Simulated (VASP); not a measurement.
A convergence study with VASP on PbTe (rock salt): one setting is varied, all else stays as given below, so the limit is that of these other settings. ε∞ is the independent-particle value.

```xyz
2
Lattice="0.0000 3.2300 3.2300 3.2300 0.0000 3.2300 3.2300 3.2300 0.0000" Properties=species:S:1:pos:R:3 pbc="T T T"
Te     3.2300     3.2300     3.2300
Pb     0.0000     0.0000     0.0000
```

Computed with PBEsol GGA, VASP's PBE PAW potentials (set 64) (plane waves; VASP). The tightest run used: 550 eV cut-off, 6×6×6 Γ-centred mesh, Gaussian smearing of 0.050 eV, potentials Te Pb_d.

Task: The settings run are NBANDS = 11; NBANDS = 12; NBANDS = 14; NBANDS = 18; NBANDS = 26; NBANDS = 42; NBANDS = 74; NBANDS = 138. From which on does the mean ε∞ stay within 0.3  of the tightest run?

Result: From NBANDS = 18 on: it is off by 0.17 there and by no more than 0.3 in any finer run, while NBANDS = 14 is off by 0.54.
| setting | mean ε∞ | bands | difference judged () |
|---|---|---|---|
| NBANDS = 11 | 19.28 | 11 | 13.41 |
| NBANDS = 12 | 28.03 | 12 | 4.66 |
| NBANDS = 14 | 32.15 | 14 | 0.54 |
| NBANDS = 18 | 32.52 | 18 | 0.17 |
| NBANDS = 26 | 32.59 | 26 | 0.10 |
| NBANDS = 42 | 32.63 | 42 | 0.05 |
| NBANDS = 74 | 32.66 | 74 | 0.03 |
| NBANDS = 138 | 32.69 | 138 | 0.00 |

Left out are rungs that failed or repeat a setting and relaxations that didn't move; long series are thinned to 24 rows.

The compound is PbTe in the rock salt structure. The cell was not relaxed at this level.
